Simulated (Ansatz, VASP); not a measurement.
**Cross-check of Al2O3 (Al2O3 (R-3c)) between VASP and Ansatz**

Aim: how closely do two programs agree when they are given the same cell, functional and k mesh? The cell is taken from a series of runs on this material, whose earlier steps may have relaxed, scaled, displaced or heated it; both programs get it as it stands.

Calculated with Ansatz 0.2.0; plane waves, with VASP 6.6.1 beside it; single point at PBE0 form with 15 % exact exchange with an exact-exchange share of 0.15.

## 1. The structure

The structure is trigonal, space group R-3c (No. 167). Conventional cell: a = 4.809 Å, b = 4.809 Å, c = 13.125 Å, α = 90.00°, β = 90.00°, γ = 120.00°. Nearest to Al lie 6 O at 1.87 to 1.99 Å. Nearest to O lie 4 Al at 1.87 to 1.99 Å. Farther neighbours and most contacts between anions are not listed.

## 2. Ansatz: single point, PBE0 form with 15 % exact exchange with an exact-exchange share of 0.15

Ansatz runs on its default PAW (the set named soft_2) files.

A single point gives forces, pressure and levels at one fixed geometry, so differences don't come from the geometry; what else differs is listed under the comparison.

input.yaml reads:

```yaml
crystal:
  lattice:
    - [4.808560066395, -2.886751487322e-09, 0.0]
    - [-2.404280030698, 4.164335174565, 0.0]
    - [0.0, 0.0, 13.12487176]
  atoms:
    - { symbol: Al, position: [9.168737062798e-21, -2.263949004876e-21, 0.6478709500843] }
    - { symbol: Al, position: [0.3333333333333, 0.6666666666667, 0.314537616751] }
    - { symbol: Al, position: [0.6666666666667, 0.3333333333333, 0.9812042834176] }
    - { symbol: Al, position: [9.168737062184e-21, -3.149462412758e-21, 0.8521290499157] }
    - { symbol: Al, position: [0.3333333333333, 0.6666666666667, 0.5187957165824] }
    - { symbol: Al, position: [0.6666666666667, 0.3333333333333, 0.185462383249] }
    - { symbol: Al, position: [9.168737062798e-21, -2.263949004876e-21, 0.1478709500843] }
    - { symbol: Al, position: [0.3333333333333, 0.6666666666667, 0.814537616751] }
    - { symbol: Al, position: [0.6666666666667, 0.3333333333333, 0.4812042834176] }
    - { symbol: Al, position: [9.168737062184e-21, -3.149462412758e-21, 0.3521290499157] }
    - { symbol: Al, position: [0.3333333333333, 0.6666666666667, 0.01879571658238] }
    - { symbol: Al, position: [0.6666666666667, 0.3333333333333, 0.685462383249] }
    - { symbol: O, position: [0.02730653315598, 0.6666666666667, 0.4166666666667] }
    - { symbol: O, position: [0.3606398664893, 0.3333333333333, 0.08333333333333] }
    - { symbol: O, position: [0.6939731998226, -6.433397214131e-22, 0.75] }
    - { symbol: O, position: [0.02730653315598, 0.3606398664893, 0.9166666666667] }
    - { symbol: O, position: [0.3606398664893, 0.02730653315598, 0.5833333333333] }
    - { symbol: O, position: [0.6939731998226, 0.6939731998226, 0.25] }
    - { symbol: O, position: [0.3060268001774, 0.3060268001774, 0.75] }
    - { symbol: O, position: [0.6393601335107, 0.972693466844, 0.4166666666667] }
    - { symbol: O, position: [0.972693466844, 0.6393601335107, 0.08333333333333] }
    - { symbol: O, position: [0.0, 0.6939731998226, 0.75] }
    - { symbol: O, position: [0.3333333333333, 0.3606398664893, 0.4166666666667] }
    - { symbol: O, position: [0.6666666666667, 0.02730653315598, 0.08333333333333] }
    - { symbol: O, position: [2.775557561563e-17, 0.3060268001774, 0.25] }
    - { symbol: O, position: [0.3333333333333, 0.972693466844, 0.9166666666667] }
    - { symbol: O, position: [0.6666666666667, 0.6393601335107, 0.5833333333333] }
    - { symbol: O, position: [0.3060268001774, -4.769885303499e-21, 0.25] }
    - { symbol: O, position: [0.6393601335107, 0.6666666666667, 0.9166666666667] }
    - { symbol: O, position: [0.972693466844, 0.3333333333333, 0.5833333333333] }
basis:
  ecutwfc: 420.0
  ecutrho_ratio: 4
  xc_grid: 2
  fft_grid_basis: typed
  precision: f64
kpoints:
  mp_grid: { grid: [2, 2, 1] }
  band_path: { path: [VBM, CBM], npoints: 1 }
hamiltonian:
  xc: { preset: pbe0, exx: 0.15 }
  pseudopotentials: { kind: paw }
scf:
  max_iter: 60
  occupations: { method: fermi_dirac, width: 0.01 }
output:
  forces: true
checkpoint:
  write: "../host.hyb2.run"
  compress: false
  write_wavefunctions: true
  write_every: 100000
```

The run is started by

```console
> ansatz run input.yaml --threads 32 --pin off --max-ram 131891MiB --backend cuda --events-out ev --progress --plain --runs-dir out
```

Numbers of over 12 decimals in the logs are rounded to 6 here.

What it wrote:

```text
Engine: ansatz 0.2.0, aarch64-unknown-linux-gnu
Pseudopotentials: kind: paw
Pseudopotential: Al, paw, valence charge 3, recommended cutoff 420 eV (normal), Al.paw.azcp
Pseudopotential: O, paw, valence charge 6, recommended cutoff 420 eV (normal), O.paw.azcp
Functional definition: unnamed
  parameter a_1 = 0.15
  exchange = (1 - a_1)*pbe_x + a_1*exact_x
  correlation = pbe_c
device memory: the entry about to start is reckoned to put 3.3 GiB on a device that reports 183.5 GiB free
GPU FFT provider: cuFFT
GPU libraries: cuBLAS 13.8.1, cuFFT 12.4.0, cuSOLVER 12.3.2
Crystal: 30 atoms, lattice volume = 262.818 Å³
Basis set: ecut = 420 eV, 5107 PW (Γ), exchange–correlation on 72×72×180 points (8 copies of the dense FFT grid, shifted against one another)
Bands: 102, of which v1, the nominal top of the filled ones, is band 72 counted from 1 (71 counted from 0)
Symmetry: 36 space group operations
Space group: R-3c (ITA 167), of the structure as read, at distance tolerance 6.4e-5 Å
k-points: 2 of 4
Non-local potential: Al, projectors of the file, l = 0: 2, l = 1: 2, l = 2: 1
Non-local potential: O, projectors of the file, l = 0: 2, l = 1: 2, l = 2: 1
PAW form: soft (Blöchl's): semilocal exchange-correlation on the pseudo side does not see the compensation charge
PAW frozen core: Al, regenerated for the run's functional, and the local potential with it (the file was generated under x = pbe(κ = 0.804, μ = 0.219515), c = pbe(β = 0.066725))
PAW frozen core: O, regenerated for the run's functional, and the local potential with it (the file was generated under x = pbe(κ = 0.804, μ = 0.219515), c = pbe(β = 0.066725))
PAW one-centre angular grid: Al, 110 points (default); XC on 64 Gauss nodes
PAW one-centre angular grid: O, 110 points (default); XC on 64 Gauss nodes
Initial density: superposition of atomic densities (neutral atoms: chi_scale 0, normalization atom), corrected by the library's trained network
Initial wavefunctions: pseudopotential atomic-orbital guess
GPU buffer pool allocated for 116640 grid points (all kernels)
GPU transforms: local potential and band sums: pruned to the plane-wave sphere, on 36×36×90
Functional: x = pbe(κ = 0.804, μ = 0.219515), c = pbe(β = 0.066725), warm-up for x = 0.85 pbe(κ = 0.804, μ = 0.219515) + 0.15 exact, c = pbe(β = 0.066725)
SCF iter   1: F=—  HF=-16708.726445 eV  |Δ(HF+E_count)|=         —  Δρ=1.53e-3  dr2=2.44e-3  Hψ=1498
preconditioner: auto → none  [insulator: Δε(μ)=5.852 eV  Ē_g=17.241 eV  σ=0.010 eV  W_gap=1.00  n_scr=64 (ndim 8)  ℏωp=27.5 eV  f_vac=0.000  D(μ)=0.00/eV (n_scr^D=0)]
SCF iter   2: F=-16708.732778 eV  HF=-16708.731074 eV  |Δ(HF+E_count)|=   4.63e-3  Δρ=7.65e-4  dr2=3.60e-4  Hψ=765
SCF 1 stopped early in 2 iterations: F = -16708.732778 eV  dr2 = 3.60e-4
  greatest PAW one-centre occupation: 0.858 electrons in one spin orbital (limit 2), on the O atom at site 29 (counted from 0), in its partial waves of l = 0
device memory: the entry about to start is reckoned to put 4.2 GiB (of the 4.3 GiB reckoned in all, the device holds 0.1 GiB already) on a device that reports 183.4 GiB free
GPU FFT provider: cuFFT
GPU libraries: cuBLAS 13.8.1, cuFFT 12.4.0, cuSOLVER 12.3.2
Initial density: handed on by an earlier stage of this run
Initial wavefunctions: those handed on with the density
GPU buffer pool allocated for 116640 grid points (all kernels)
GPU transforms: local potential and band sums: pruned to the plane-wave sphere, on 36×36×90
Functional: x = 0.85 pbe(κ = 0.804, μ = 0.219515) + 0.15 exact, c = pbe(β = 0.066725)
Exchange kernel: α = 0.1500, full range, Wigner–Seitz truncation, v(0) = 3503.7252 eV·Å³, q-mesh 2×2×1, nearest image of the exchange supercell L = 9.62 Å, pair-density grid 27×27×72, without the augmentation charges, whose exchange is taken in its separable form by FFT convolution over the k-point mesh (sized by the pseudopotential files, 30×30×90 at the most), smooth part of the exact exchange by density-matrix con
Frozen-core exchange: fock
SCF iter   1: F=—  HF=-16713.147643 eV  |Δ(HF+E_count)|=         —  Δρ=4.54e-3  dr2=3.21e-2  Hψ=974
preconditioner: auto → none  [insulator: Δε(μ)=7.398 eV  Ē_g=19.239 eV  σ=0.010 eV  W_gap=1.00  n_scr=64 (ndim 8)  ℏωp=27.5 eV  f_vac=0.000  D(μ)=0.00/eV (n_scr^D=0)]
SCF iter   2: F=—  HF=-16713.137534 eV  |Δ(HF+E_count)|=   1.01e-2  Δρ=2.48e-3  dr2=6.04e-3  Hψ=675
SCF iter   3: F=—  HF=-16713.149072 eV  |Δ(HF+E_count)|=   1.15e-2  Δρ=9.77e-4  dr2=2.57e-3  Hψ=570
iter 4 solved again at ethr=7.72e-8 eV; its pass at ethr=1.75e-6 eV (dr2=1.11e-4 eV) is discarded
SCF iter   4: F=—  HF=-16713.148336 eV  |Δ(HF+E_count)|=   7.36e-4  Δρ=2.27e-4  dr2=1.58e-4  Hψ=934
SCF iter   5: F=—  HF=-16713.148293 eV  |Δ(HF+E_count)|=   4.26e-5  Δρ=3.54e-5  dr2=1.03e-5  Hψ=425
SCF iter   6: F=—  HF=-16713.148385 eV  |Δ(HF+E_count)|=   9.24e-5  Δρ=6.63e-5  dr2=1.00e-5  Hψ=709
SCF iter   7: F=-16713.148382 eV  HF=-16713.148382 eV  |Δ(HF+E_count)|=   3.07e-6  Δρ=4.10e-6  dr2=1.59e-7  Hψ=544
SCF 2 stopped early in 7 iterations: F = -16713.148382 eV  dr2 = 1.59e-7
  Residual-converged pass: ⟨swp⟩=3.0  Hψ=408  notcnv=0  max |occ|·‖R‖ = 6.7e-6 eV (tolerance 6.7e-6 eV)  dr2=1.58e-7  dr2_onsite=2.51e-9  max |Δocc| = 0.0e0
  greatest PAW one-centre occupation: 0.860 electrons in one spin orbital (limit 2), on the O atom at site 17 (counted from 0), in its partial waves of l = 0
hybrid outer 1: dexx = +1.381e-2 eV, tail = 1.04e-5 eV
GPU FFT provider: cuFFT
GPU libraries: cuBLAS 13.8.1, cuFFT 12.4.0, cuSOLVER 12.3.2
GPU buffer pool allocated for 116640 grid points (all kernels)
GPU transforms: local potential and band sums: pruned to the plane-wave sphere, on 36×36×90
Exchange kernel: α = 0.1500, full range, Wigner–Seitz truncation, v(0) = 3503.7252 eV·Å³, q-mesh 2×2×1, nearest image of the exchange supercell L = 9.62 Å, pair-density grid 27×27×72, without the augmentation charges, whose exchange is taken in its separable form by FFT convolution over the k-point mesh (sized by the pseudopotential files, 30×30×90 at the most), smooth part of the exact exchange by density-matrix con
Frozen-core exchange: fock
SCF iter   1: F=—  HF=-16713.148512 eV  |Δ(HF+E_count)|=         —  Δρ=1.28e-5  dr2=2.10e-7  Hψ=538
preconditioner: auto → none  [insulator: Δε(μ)=7.402 eV  Ē_g=19.229 eV  σ=0.010 eV  W_gap=1.00  n_scr=64 (ndim 8)  ℏωp=27.5 eV  f_vac=0.000  D(μ)=0.00/eV (n_scr^D=0)]
SCF iter   2: F=—  HF=-16713.148512 eV  |Δ(HF+E_count)|=   6.18e-8  Δρ=5.70e-6  dr2=3.84e-8  Hψ=490
SCF iter   3: F=-16713.148512 eV  HF=-16713.148512 eV  |Δ(HF+E_count)|=   9.73e-8  Δρ=1.94e-6  dr2=4.27e-9  Hψ=524
SCF 3 converged in 3 iterations: F = -16713.148512 eV  dr2 = 4.27e-9
  Residual-converged pass: ⟨swp⟩=3.0  Hψ=367  notcnv=0  max |occ|·‖R‖ = 1.7e-6 eV (tolerance 1.7e-6 eV)  dr2=4.34e-9  dr2_onsite=8.79e-10  max |Δocc| = 0.0e0
  greatest PAW one-centre occupation: 0.860 electrons in one spin orbital (limit 2), on the O atom at site 29 (counted from 0), in its partial waves of l = 0
hybrid outer 2: dexx = +9.167e-8 eV, tail = 1.15e-8 eV, Δε = 6.71e-4 eV (about 2.45e-5 eV left of the loop's levels), ΔF = 9.75e-4 eV/Å (tail 9.94e-5)
device memory: the entry about to start is reckoned to put 2.0 GiB on a device that reports 183.5 GiB free
NSCF: frozen V_eff on 34 k-points
device memory: the entry about to start is reckoned to put 2.0 GiB on a device that reports 183.5 GiB free
NSCF: frozen V_eff on 34 k-points
device memory: the entry about to start is reckoned to put 2.0 GiB on a device that reports 183.5 GiB free
NSCF: frozen V_eff on 34 k-points
device memory: the entry about to start is reckoned to put 1.7 GiB on a device that reports 183.5 GiB free
NSCF: frozen V_eff on 9 k-points
device memory: the entry about to start is reckoned to put 1.6 GiB on a device that reports 183.5 GiB free
NSCF: frozen V_eff on 4 k-points
device memory: the entry about to start is reckoned to put 1.6 GiB on a device that reports 183.5 GiB free
NSCF: frozen V_eff on 4 k-points
device memory: the entry about to start is reckoned to put 1.6 GiB on a device that reports 183.5 GiB free
NSCF: frozen V_eff on 4 k-points
device memory: the entry about to start is reckoned to put 1.6 GiB on a device that reports 183.5 GiB free
NSCF: frozen V_eff on 4 k-points
device memory: the entry about to start is reckoned to put 1.6 GiB on a device that reports 183.5 GiB free
NSCF: frozen V_eff on 2 k-points
hybrid SCF converged: 2 outer / 10 inner (+2 warm-up), last move |dexx| = 9.17e-8 eV, tail = 1.15e-8 eV
Stability not checked: this state was not tested for a lower state beside it, because the functional holds exact exchange (a hybrid, or Hartree-Fock), whose exchange loop this test does not read (fock_operator; see scf.lower_state_search)
Free energy (F): -16713.148512 eV
Frozen-core exchange: fock
Harris-Foulkes:  -16713.148512 eV  (|F-HF|=3.90e-9)
Internal energy: -16713.148512 eV  (E = F + TS)
E sigma→0 (E₀):  -16713.148512 eV
Fermi energy:    10.070626 eV
--- Per-component energies (eV) ---
  E_band       = -30.318918
  E_kinetic    = 3546.159351
  E_local      = -6029.885274  (includes V_loc(G=0)·N_el)
  E_nonlocal   = 956.142363
  E_hartree    = 2239.051358
  E_xc         = -1587.727495
  E_vxc        = -1804.018216  (∫ρ·V_xc dr)
  E_exx        = -279.931462  (= α·E_x^exact, valence–valence)
  E_paw        = -8436.596938  (= ΣΔE_a)
  E_vpaw       = -617.006636  (= ΣTr[D̂ρ^β])
  E_aug_tail   = 0.045229  (compensation charges beyond the density's cutoff)
  E_ewald      = -7119.813448
  E_core_change = -0.592192  (= ΣΔE_core)
  E_smearing   = -0.000000  (= −TS)
  E_closure    = -0.000003  (closes the sum)
  Σ components = -16713.148512   (vs F -16713.148512, Δ=0.00e0)
--- Forces (eV/Å), atoms counted from 1 ---
  atom   1  Al     0.00000000     0.00000000     0.01366074
  atom   2  Al     0.00000000     0.00000000     0.01366074
  atom   3  Al     0.00000000     0.00000000     0.01366074
  atom   4  Al     0.00000000    -0.00000000    -0.01366074
  atom   5  Al     0.00000000    -0.00000000    -0.01366074
  atom   6  Al    -0.00000000    -0.00000000    -0.01366074
  [... 24 more lines of this table ...]
  max |Σ_I F_I| component: 1.16e-17 eV/Å
--- Band table (eV) ---
  k-point 0: bands = ["-13.6206", "-13.1565", "-13.1565", "-12.0453", "-12.0453", "-11.3432", "-11.0718", "-11.0718", "-11.0073", "-11.0073", "-11.0073", "-11.0073", "-10.8511", "-10.8511", "-10.8511"
  k-point 1: bands = ["-12.5933", "-12.5933", "-12.4742", "-12.2301", "-12.2301", "-11.8175", "-11.6114", "-11.4294", "-11.2938", "-11.2938", "-11.2241", "-11.2241", "-11.1876", "-10.9288", "-10.9288"
  guard bands above this table: 10 of the run's 102 bands. The solve was not asked for them (output.publish_guard_bands: true or output.eigenvalues: true publishes all)
```

In the SCF lines HF is the Harris–Foulkes energy and dr2 the Hartree energy of the density residual, in eV; the loop may stop once dr2 is under the threshold and the program's other checks hold. Hψ counts applications of the Hamiltonian.

(Part 1 of 2 ends here.)

[Lines on the potential files, build, host, timing and source positions are cut from VASP's logs without a mark.]

[Logs are printed without paths, hosts, clocks, repeated set-up lines and the standing remarks that a program may print on its own settings, such as how far it seeks lower states.]

[Hosts, paths, dates, database ids (printed as entryN), source tags and the programs' standing remarks are cut or masked in the printed files.]
